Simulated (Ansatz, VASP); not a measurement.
# InSe: VASP beside Ansatz, part 2 of 2

Wanted: the spread between two codes on one cell, functional and k mesh. The structure shown is the start of the Ansatz relaxation below; VASP solves that cell, so the two are compared at the walk's first step.

VASP 6.6.1 and Ansatz 0.2.0.

So far. Step 3 (VASP: single point, PBEsol with D3(BJ), start cell …): The run ends at a pressure of 4.84 GPa, with forces up to 0.36 eV/Å.

## Step 6: VASP: single point, PBEsol with D3(BJ), start cell, pair 2

Level of this step: PBEsol with D3(BJ); plane waves and PAW (Se, In_d) (VASP).

The same cell, functional, mesh and smearing now go to VASP, with its own data sets.

Input file INCAR:

```
SYSTEM = InSe
PREC = Accurate
ENCUT = 400
EDIFF = 1E-06
NELM = 120
ISMEAR = 0
SIGMA = 0.02
LREAL = .FALSE.
ALGO = Normal
GGA = PS
IVDW = 12
NBANDS = 25
LORBIT = 11
LWAVE = .FALSE.
LCHARG = .FALSE.
ISIF = 2
LASPH = .TRUE.
GGA_COMPAT = .FALSE.
EFERMI = MIDGAP
KPAR = 2
```

Input file POSCAR:

```
InSe
1.0
    1.9437700000      1.1222360000      7.8652260000
   -1.9437700000      1.1222360000      7.8652260000
    0.0000000000     -2.2444720000      7.8652260000
Se In
2 2
Direct
    0.3898089303      0.3898089303      0.3898089303
    0.1656314771      0.1656314771      0.1656314771
    0.0015884689      0.0015884689      0.0015884689
    0.8869709953      0.8869709953      0.8869709953
```

Input file KPOINTS:

```
Automatic mesh
0
Gamma
12 12 12
0 0 0
```

The projector-augmented-wave data sets are Se and In_d (PBE family, release 64).

On the command line:

```sh
> mpirun -np 2 vasp_std
```

Numbers of over 12 decimals in the logs are rounded to 6 here.

The log of the run:

```text
[banner, memory and clock lines left out]
running    2 mpi-ranks, on    1 nodes
[...]
[... a notice as in an earlier step ...]

 LDA part: xc-table for (Slater+PW92), standard interpolation
 POSCAR, INCAR and KPOINTS ok, starting setup
[...]
entering main loop
       N       E                     dE             d eps       ncg     rms          rms(c)
DAV:   1     0.310255957441E+03    0.31026E+03   -0.15251E+04  9450   0.146E+03
DAV:   2     0.174537171120E+02   -0.29280E+03   -0.28635E+03  9814   0.370E+02
DAV:   3    -0.146462120789E+02   -0.32100E+02   -0.31398E+02 12256   0.139E+02
DAV:   4    -0.158177115887E+02   -0.11715E+01   -0.11696E+01 10896   0.287E+01
[...]
DAV:  11    -0.154200108031E+02   -0.37817E-04   -0.11358E-04 11655   0.107E-01    0.178E-02
DAV:  12    -0.154200069962E+02    0.38069E-05   -0.13228E-05 14432   0.478E-02    0.129E-02
DAV:  13    -0.154200078902E+02   -0.89404E-06   -0.24012E-06  8597   0.103E-02
   1 F= -.16737770E+02 E0= -.16737770E+02  d E =-.304251E-75
```

From OUTCAR (step 6):

```text
 Edisp (eV)   -1.31776

  Total       2.03764     2.03763     2.06314     0.00000     0.00000     0.00000
  in kB      31.71360    31.71359    32.11061     0.00000     0.00000     0.00000
  external pressure =       31.85 kB  Pullay stress =        0.00 kB

 POSITION                                       TOTAL-FORCE (eV/Angst)
 -----------------------------------------------------------------------------------
      0.00000      0.00000      9.19781         0.000000      0.000000      0.182177
      0.00000      0.00000      3.90819         0.000000     -0.000000     -0.178890
      0.00000      0.00000      0.03748         0.000000      0.000000     -0.108561
      0.00000      0.00000     20.92868         0.000000      0.000000      0.105274
 -----------------------------------------------------------------------------------
    total drift:                                0.000000     -0.000006      0.000495

  FREE ENERGIE OF THE ION-ELECTRON SYSTEM (eV)
  ---------------------------------------------------
  free  energy   TOTEN  =       -16.7377696689 eV

  energy  without entropy=      -16.7377696689  energy(sigma->0) =      -16.73776967

[... 1 part as in an earlier step ...]

[... 2 further parts left out ...]
[key lines of the parts left out:]
E-fermi :   5.6192
```

The run ends at a pressure of 3.18 GPa, with forces up to 0.18 eV/Å.

## Step 7: Comparison

What differs besides the data sets and the points named for the pairs above, as far as they apply: the data sets hold 58 valence electrons in Ansatz (on its PAW soft_1 files) and 38 in VASP. Total energies have different zeros and are not compared.

Forces (eV/Å; atoms numbered as in POSCAR):

| atom | Ansatz x, y, z | VASP x, y, z |
| --- | --- | --- |
| Se1 | 0.000, 0.000, 0.161 | 0.000, 0.000, 0.182 |
| Se2 | 0.000, 0.000, -0.158 | 0.000, 0.000, -0.179 |
| In3 | 0.000, 0.000, -0.085 | 0.000, 0.000, -0.109 |
| In4 | 0.000, 0.000, 0.082 | 0.000, 0.000, 0.105 |

The forces differ by 13 meV/Å r.m.s., which is 14.8 % of the r.m.s. force of 0.086 eV/Å (both taken over all components).

## Step 8: Ansatz: relaxation, PBEsol with D3(BJ)

The two programs are compared at the cell with which this relaxation starts, whose forces are those of its first step. The cell compared in this pair holds 105.13 Å³, against 102.94 Å³ for the pair before.

The structure compared here is the start of the Ansatz relaxation; VASP solves that cell, so the two are compared at the walk's first step.

Input file input.yaml:

```yaml
crystal:
  lattice:
    - [1.956039564, 1.1293199688, 7.9321172829]
    - [-1.956039564, 1.1293199688, 7.9321172829]
    - [0.0, -2.2586399376, 7.9321172829]
  atoms:
    - { symbol: Se, position: [0.3888489812, 0.3888489812, 0.3888489812] }
    - { symbol: Se, position: [0.1665627019, 0.1665627019, 0.1665627019] }
    - { symbol: In, position: [1.0014047207, 0.0014047207, 0.0014047207] }
    - { symbol: In, position: [0.8871835962, 0.8871835962, 0.8871835962] }
kpoints:
  mp_grid: { grid: [12, 12, 12] }
hamiltonian:
  xc: pbesol
  dispersion: d3bj
  pseudopotentials: { kind: paw, azcp: { folder: soft_1 }, xc_functional: pbe }
scf:
  occupations: { method: gaussian, width: 0.02 }
output:
  forces: true
  stress: true
  eigenvalues: true
relax:
  adjacent_minimum: "off"
  f_tol: 0.001
  max_steps: 60
  cell: { stress_tol: 0.01, fix: [volume] }
```

On the command line:

```sh
> ansatz run input.yaml --threads 8 --pin off --max-ram 16384MiB --backend cpu --events-out ev --progress --plain --runs-dir out
```

The log of the run:

```text
[...]
Crystal: 4 atoms, lattice volume = 105.132 Å³
Basis set: ecut = 420 eV, 2091 PW (Γ), FFT grids on a1−a3, a2−a3, a3, exchange–correlation on 54×54×120 points (8 copies of the dense FFT grid, shifted against one another)
Bands: 35, of which v1, the nominal top of the filled ones, is band 29 counted from 1 (28 counted from 0)
Symmetry: 6 space group operations
[...]
cell:  # Å, volume = 105.1320 Å³
    - [1.957459, 1.130140, 7.920616]
    - [-1.957459, 1.130140, 7.920616]
    - [-1.212379062998135e-19, -2.260279, 7.920616]
  atoms:
    - { symbol: Se, position: [0.389809, 0.389809, 0.389809] }
    - { symbol: Se, position: [0.165631, 0.165631, 0.165631] }
    - { symbol: In, position: [1.001588, 0.0015885, 0.0015885] }
    - { symbol: In, position: [0.886971, 0.886971, 0.886971] }
[key lines of the parts left out:]
SCF converged after 7 iterations
Free energy (F): -21902.479558 eV
Fermi energy:    8.716376 eV
P = ⅓ Tr σ = 1.6335 GPa (16.335 kbar)
```

## Step 9: VASP: single point, PBEsol with D3(BJ), start cell, pair 3

The same cell, functional, mesh and smearing now go to VASP, with its own data sets.

INCAR is that of step 6.

Input file POSCAR:

```
InSe
1.0
    1.9560400000      1.1293200000      7.9321170000
   -1.9560400000      1.1293200000      7.9321170000
    0.0000000000     -2.2586400000      7.9321170000
Se In
2 2
Direct
    0.3888489878      0.3888489878      0.3888489878
    0.1665627222      0.1665627222      0.1665627222
    0.0014047532      0.0014047532      0.0014047532
    0.8871836274      0.8871836274      0.8871836274
```

KPOINTS is that of step 6.

On the command line:

```sh
> mpirun -np 2 vasp_std
```

The log of the run:

```text
[... set-up lines as in an earlier step ...]
 entering main loop
       N       E                     dE             d eps       ncg     rms          rms(c)
DAV:   1     0.309159261384E+03    0.30916E+03   -0.15193E+04  9450   0.145E+03
DAV:   2     0.164743455117E+02   -0.29268E+03   -0.28624E+03  9874   0.368E+02
DAV:   3    -0.147659490487E+02   -0.31240E+02   -0.30696E+02 12318   0.138E+02
DAV:   4    -0.158797885433E+02   -0.11138E+01   -0.11121E+01 10967   0.282E+01
[...]
DAV:  12    -0.154780624145E+02    0.40218E-05   -0.14100E-05 14786   0.500E-02    0.126E-02
DAV:  13    -0.154780634217E+02   -0.10072E-05   -0.23779E-06  8686   0.100E-02    0.707E-03
DAV:  14    -0.154780636535E+02   -0.23188E-06   -0.10345E-06  6901   0.156E-02
   1 F= -.16767960E+02 E0= -.16767960E+02  d E =-.651974E-58
```

From OUTCAR (step 9):

```text
 Edisp (eV)   -1.28990

  Total       1.40317     1.40317     1.40848     0.00000    -0.00000     0.00000
  in kB      21.38387    21.38386    21.46483     0.00000    -0.00000     0.00000
  external pressure =       21.41 kB  Pullay stress =        0.00 kB

 POSITION                                       TOTAL-FORCE (eV/Angst)
 -----------------------------------------------------------------------------------
      0.00000      0.00000      9.25319         0.000000     -0.000000      0.177292
      0.00000      0.00000      3.96359         0.000000      0.000000     -0.174338
      0.00000      0.00000      0.03343         0.000000      0.000000     -0.102739
      0.00000      0.00000     21.11173         0.000000     -0.000000      0.099785
 -----------------------------------------------------------------------------------
    total drift:                               -0.000000     -0.000009      0.000514

  FREE ENERGIE OF THE ION-ELECTRON SYSTEM (eV)
  ---------------------------------------------------
  free  energy   TOTEN  =       -16.7679603268 eV

  energy  without entropy=      -16.7679603268  energy(sigma->0) =      -16.76796033

[... 1 part as in an earlier step ...]

[... 2 further parts left out ...]
[key lines of the parts left out:]
E-fermi :   5.3630
```

The run ends at a pressure of 2.14 GPa, with forces up to 0.18 eV/Å.

## Step 10: Differences

What differs besides the data sets and the points named for the pairs above, as far as they apply: the data sets hold 58 valence electrons in Ansatz (on its PAW soft_1 files) and 38 in VASP. Total energies have different zeros and are not compared.

Forces (eV/Å; atoms numbered as in POSCAR):

| atom | Ansatz x, y, z | VASP x, y, z |
| --- | --- | --- |
| Se1 | 0.000, 0.000, 0.157 | 0.000, 0.000, 0.177 |
| Se2 | 0.000, 0.000, -0.154 | 0.000, 0.000, -0.174 |
| In3 | 0.000, 0.000, -0.081 | 0.000, 0.000, -0.103 |
| In4 | 0.000, 0.000, 0.078 | 0.000, 0.000, 0.100 |

The forces differ by 12 meV/Å r.m.s., which is 14.8 % of the r.m.s. force of 0.083 eV/Å (both taken over all components).

## Step 11: What came out

* r.m.s. force difference (single point, PBEsol with D3(BJ), start cell, pair 1): 13 meV/Å
* r.m.s. force difference (single point, PBEsol with D3(BJ), start cell, pair 2): 13 meV/Å
* r.m.s. force difference (single point, PBEsol with D3(BJ), start cell, pair 3): 12 meV/Å

What this shows: The r.m.s. force difference is 13 meV/Å (single point, PBEsol with D3(BJ), start cell, pair 1), beyond the 12 meV/Å picked in this series as the mark of a large difference. The data sets hold unlike numbers of valence electrons (58 in Ansatz and 38 in VASP), so part of the differences comes from the potentials. What causes the difference of the single point, PBEsol with D3(BJ), start cell, pair 1 pair stays open here. What causes the difference of the single point, PBEsol with D3(BJ), start cell, pair 2 pair stays open here. What causes the difference of the single point, PBEsol with D3(BJ), start cell, pair 3 pair stays open here. 4 further runs of this series are not shown here. Such differences can come from data sets, numerical settings and the points named under the comparisons, not from the functional's error against experiment.

[Lines on the potential files, build, host, timing and source positions are cut from VASP's logs without a mark.]

[Logs are printed without paths, hosts, clocks, repeated set-up lines and the standing remarks that a program may print on its own settings, such as how far it seeks lower states.]

[Hosts, paths, dates, database ids (printed as entryN), source tags and the programs' standing remarks are cut or masked in the printed files.]
